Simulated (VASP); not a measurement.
An input for Ansatz (written as the equivalent of a VASP run, and not itself run):

Ansatz 0.2 input:
```yaml
crystal:
  lattice:
    - [-0.0060925, 2.4369886, 2.4369886]
    - [2.4308961, 0.0000000, 2.4308961]
    - [2.4369886, 2.4369886, -0.0060925]
  atoms:
    - { symbol: Be, position: [1.0000000, 0.0000000, 0.0000000] }
    - { symbol: S, position: [0.2500000, 0.2500000, 0.2500000] }
kpoints:
  mp_grid: { grid: [8, 8, 8] }
hamiltonian:
  xc: r2scan
  pseudopotentials: { kind: paw }
scf:
  occupations: { method: gaussian, width: 0.05 }
  max_iter: 100
relax:
  max_steps: 30
  f_tol: 0.01
output: { forces: true, stress: true, eigenvalues: true }
```

Q: Write the VASP files for the same calculation (r2SCAN).

A: Several could match; the one computed here: 
### INCAR
```
ALGO = Normal
EDIFF = 1E-7
EDIFFG = -0.01
ENCUT = 480
IBRION = 2
ISIF = 2
ISMEAR = 0
LASPH = .True.
LCHARG = .False.
LMIXTAU = .True.
LREAL = .False.
LWAVE = .False.
METAGGA = R2SCAN
NELM = 100
NSW = 30
PREC = Accurate
SIGMA = 0.05
SYSTEM = BeS
```

POSCAR:
```
BeS
1.0
 -0.0060924715   2.4369885847   2.4369885847
  2.4308961132   0.0000000000   2.4308961132
  2.4369885847   2.4369885847  -0.0060924715
Be S
1 1
direct
  1.0000000000   0.0000000000   0.0000000000
  0.2500000000   0.2500000000   0.2500000000
```

KPOINTS:
```
Automatic mesh
0
Gamma
8 8 8
0 0 0
```

POTCAR, in this order: Be S (PBE.64 set). Program: vasp_std.

The two are equivalent in intent, not identical: each code has its own PAW files, so the cut-off isn't converted (ENCUT is set for VASP's; basis.ecutwfc is left out, and Ansatz then takes the one that its files recommend); Ansatz stops its SCF on the density residual and VASP on the energy change (EDIFF).

The compound is BeS in the zinc blende structure. This cell was strained or had an atom moved on purpose. Symmetry was kept, so distortions that lower it aren't found.
